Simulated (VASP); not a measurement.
Write the native input for VASP 6.6.1 that does the following.

```
Task                   : single point
Functional             : PBE
Potentials or basis    : VASP PAW PBE potentials, release 64 (Yb, H)
Cutoff                 : 520 eV
k mesh                 : 9 × 9 × 9
Occupations            : fermi-dirac, width 0.05 eV
Spin                   : collinear spin, ferromagnetic start
Starting moments       : [1.0, 0.0, 0.0, 0.0] μB
Further INCAR settings : ALGO = Normal; EDIFF = 1e-07; NBANDS = 26
```

The structure of YbH3 lies in POSCAR:

```
YbH3
1.0
    0.0000000000      2.6049710000      2.6049710000
    2.6049710000      0.0000000000      2.6049710000
    2.6049710000      2.6049710000      0.0000000000
Yb H
1 3
Direct
    0.0113840000      0.0082340000     -0.0130260000
    0.5123770000      0.4794550000      0.4931680000
    0.2373210000      0.2554420000      0.2501730000
    0.7544660000      0.7375710000      0.7523790000
```

The cell comes from a database or a generator and needn't be the stable form of this composition.

The cell isn't the ideal one: atoms moved at random, drawn with an rms of 0.05 Å.

These files were run (other wordings do the same):

INCAR

```
SYSTEM = YbH3
PREC = Accurate
ENCUT = 520
EDIFF = 1E-7
ISMEAR = -1
SIGMA = 0.05
LREAL = .False.
LASPH = .True.
NELM = 150
ALGO = Normal
ISIF = 2
LWAVE = .False.
LCHARG = .False.
ISPIN = 2
MAGMOM = 1 0 0 0
LORBIT = 11
LMAXMIX = 6
GGA = PE
NBANDS = 26
```

KPOINTS

```
regular mesh
0
Gamma
  9 9 9
  0 0 0
```

Potentials or basis: VASP PAW PBE potentials, release 64 (Yb, H).

Command:

```console
$ cat potpaw_PBE.64/Yb/POTCAR potpaw_PBE.64/H/POTCAR > POTCAR
$ mpirun -np 1 vasp_std > vasp.out
```

Results of the run:

- Pressure: -5.3 GPa
- Largest force: 0.344 eV/Å
- Band gap on the k mesh: none (metal or under the smearing width)
- Net moment: 0.17 μB per cell
- Site moments: Yb +0.16; H +0.00 μB
- Valence electrons inside the program's atomic spheres: Yb 22.05; H 0.46, 0.55

Caveat: spin-orbit coupling is left out, which moves the levels of the heavy elements; without U or exact exchange the open f shell lies at the Fermi level, which spoils levels, moments and volumes.

Run time: 19 min on 1 thread of Intel(R) Xeon(R) Platinum 8559C (Emerald Rapids) (shared host), peak memory 0.62 GiB.
